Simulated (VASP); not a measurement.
# HgPbF4 (P4/mmm) in VASP: a series of runs, part 2 of 2

VASP 6.6.1. Earlier steps stand in the parts before.

## 4. Single point, PBE

This run uses another cell than the first one, of 17.98 Å³/atom, 0.827 times its volume.

Contents of INCAR:

```
SYSTEM = HgPbF4
  PREC = Accurate
  ENCUT = 520
  EDIFF = 1E-7
  ISMEAR = 0
  SIGMA = 0.1
  LREAL = .FALSE.
  LASPH = .TRUE.
  NELM = 100
  ALGO = Normal
  ISIF = 2
  LWAVE = .FALSE.
  LCHARG = .FALSE.
  GGA = PE
  NBANDS = 36
```

Contents of KPOINTS:

```
regular mesh
0
G
  4 4 4
  0 0 0
```

Contents of POSCAR:

```
HgPbF4
1.0
    4.0590000000      0.0000000000      0.0000000000
    0.0000000000      4.0590000000      0.0000000000
    0.0000000000      0.0000000000      6.5494897400
Hg Pb F
1 1 4
Direct
    0.0000000000      0.0000000000      0.0000000000
    0.5000000000      0.5000000000      0.5000000000
    0.0000000000      0.0000000000      0.6869985200
    0.5000000000      0.0000000000      0.0000000000
    0.0000000000      0.5000000000      0.0000000000
    0.0000000000      0.0000000000      0.3130014800
```

Potentials or basis: VASP PAW PBE potentials, release 64 (Hg, Pb_d, F).

Started as:

```bash
$ cat potpaw_PBE.64/Hg/POTCAR potpaw_PBE.64/Pb_d/POTCAR potpaw_PBE.64/F/POTCAR > POTCAR
$ mpirun -np 1 vasp_std > vasp.out
```

OUTCAR:

```text
SYSTEM = HgPbF4
   PREC = Accurate
   ENCUT = 520
   EDIFF = 1E-7
   ISMEAR = 0
   LREAL = .FALSE.
   LASPH = .TRUE.
   NELM = 100
   ISIF = 2
   GGA = PE

 ion  position               nearest neighbor table
   1  0.000  0.000  0.000-   4 2.03   5 2.03   5 2.03   4 2.03   3 2.05   6 2.05
   2  0.500  0.500  0.500-
   3  0.000  0.000  0.687-   1 2.05
   4  0.500  0.000  0.000-   1 2.03   1 2.03
   5  0.000  0.500  0.000-   1 2.03   1 2.03
   6  0.000  0.000  0.313-   1 2.05

  LATTYP: Found a simple tetragonal cell.
 ALAT       =     4.0590000000
 C/A-ratio  =     1.6135722444

  Lattice vectors:

 A1 = (   4.0590000000,   0.0000000000,   0.0000000000)
 A2 = (   0.0000000000,   4.0590000000,   0.0000000000)
 A3 = (   0.0000000000,   0.0000000000,   6.5494897400)

Analysis of symmetry for initial positions (statically):
=====================================================================
 Subroutine PRICEL returns:
 Original cell was already a primitive cell.

 Routine SETGRP: Setting up the symmetry group for a
[... 169 lines left out ...]

 E-fermi :   2.6175     XC(G=0):  -9.1065

 val. band max:        2.5771941843   @ k =   0.5000   0.0000   0.5000
 cond. band min:       2.6348756822   @ k =   0.5000   0.2500   0.5000
 fundamental gap:      0.0576814979
 Fermi energy:         2.6175242695

 k-point     1 :       0.0000    0.0000    0.0000
  band No.  band energies     occupation
      1     -21.3487      2.00000
      2     -20.9517      2.00000
      3     -20.7672      2.00000
      4     -20.4049      2.00000
      5     -16.2149      2.00000
      6     -16.1652      2.00000
[... 691 lines left out ...]
     35      11.4233      0.00000
     36      13.5651      0.00000

------------------------ aborting loop because EDIFF is reached ----------------------------------------

  FORCE on cell =-STRESS in cart. coord.  units (eV):
  Direction    XX          YY          ZZ          XY          YZ          ZX
  --------------------------------------------------------------------------------------
  -------------------------------------------------------------------------------------
  Total        9.6811749      9.6811749     13.2667326      0.0000000     -0.0000000      0.0000000
  in kB      143.7451101    143.7451101    196.9831090      0.0000000     -0.0000000      0.0000000
  external PRESSURE =     161.4911097 kB  Pullay stress =       0.0000000 kB

 VOLUME and BASIS-vectors are now :
 -----------------------------------------------------------------------------
  energy-cutoff  :      520.00
  volume of cell :      107.91
      direct lattice vectors                 reciprocal lattice vectors
     4.059000000  0.000000000  0.000000000     0.246366100  0.000000000  0.000000000
     0.000000000  4.059000000  0.000000000     0.000000000  0.246366100  0.000000000
     0.000000000  0.000000000  6.549489740     0.000000000  0.000000000  0.152683650

 POSITION                                       TOTAL-FORCE (eV/Angst)
 -----------------------------------------------------------------------------------
      0.00000      0.00000      0.00000         0.000000     -0.000000      0.000000
      2.02950      2.02950      3.27474         0.000000     -0.000000      0.000000
      0.00000      0.00000      4.49949        -0.000000     -0.000000     -3.018089
      2.02950      0.00000      0.00000         0.000000     -0.000000      0.000000
      0.00000      2.02950      0.00000         0.000000     -0.000000      0.000000
      0.00000      0.00000      2.05000        -0.000000      0.000000      3.018089
 -----------------------------------------------------------------------------------
    total drift:                                0.000000     -0.000000      0.000000

  FREE ENERGIE OF THE ION-ELECTRON SYSTEM (eV)
  ---------------------------------------------------
  free  energy   TOTEN  =       -17.1972545563 eV

  energy  without entropy=      -17.1859143478  energy(sigma->0) =      -17.19158445
```

stdout:

```text
POSCAR found type information on POSCAR HgPbF
 POSCAR found :  3 types and       6 ions
 scaLAPACK will be used
 LDA part: xc-table for (Slater+PW92), standard interpolation
 POSCAR, INCAR and KPOINTS ok, starting setup
 FFT: planning ... GRIDC
 FFT: planning ... GRID_SOFT
 FFT: planning ... GRID
 WAVECAR not read
 entering main loop
```

It took 37 s on 1 thread of Intel Xeon 6975P-C (Granite Rapids), shared host; peak memory 0.23 GiB.

What came out:

* Free energy: -17.1973 eV
* Pressure: 16.1 GPa
* Largest force: 3.018 eV/Å
* Band gap on the k mesh: none (metal or under the smearing width)

Forces on the atoms (eV/Å):
```
Hg   0.000  0.000  0.000
Pb   0.000  0.000  0.000
F    0.000  0.000 -3.018
F    0.000  0.000  0.000
F    0.000  0.000  0.000
F    0.000  0.000  3.018
```

Stress tensor (GPa, compression positive):
```
14.37  0.00  0.00
 0.00 14.37  0.00
 0.00  0.00 19.70
```

Levels at points of the mesh, in eV from the Fermi level:
| k point | band 23 | band 24 | band 25 | band 26 | band 27 | band 28 | band 29 | band 30 | band 31 | band 32 |
| --- | --- | --- | --- | --- | --- | --- | --- | --- | --- | --- |
| (0.00, 0.00, 0.00) | -4.21 | -3.92 | -3.55 | -3.55 | -2.71 | 0.22 | 2.64 | 2.77 | 2.77 | 6.55 |
| (0.50, 0.00, 0.00) | -3.61 | -3.55 | -3.12 | -3.05 | -1.45 | 0.09 | 1.06 | 2.56 | 5.56 | 6.43 |
| (0.50, 0.50, 0.00) | -3.05 | -3.05 | -2.83 | -1.00 | 0.49 | 0.49 | 0.70 | 0.82 | 6.72 | 8.20 |
| (0.00, 0.00, 0.50) | -4.18 | -4.18 | -3.97 | -3.97 | -2.22 | -0.40 | 2.76 | 2.76 | 3.82 | 6.72 |
| (0.50, 0.00, 0.50) | -3.83 | -3.41 | -3.05 | -3.01 | -0.53 | -0.04 | 0.96 | 2.53 | 5.04 | 8.32 |
| (0.50, 0.50, 0.50) | -3.14 | -3.14 | -2.87 | -0.23 | 0.56 | 0.56 | 0.70 | 1.00 | 7.20 | 7.27 |

Caveat: the k mesh is coarse (spacing up to 0.39 Å⁻¹), so the values aren't converged; so large a pressure means that the cell lies far from this level's equilibrium, or that cutoff or potentials fall short; forces of over 1 eV/Å show positions far from the minimum, so gaps and moduli don't describe the material at rest.
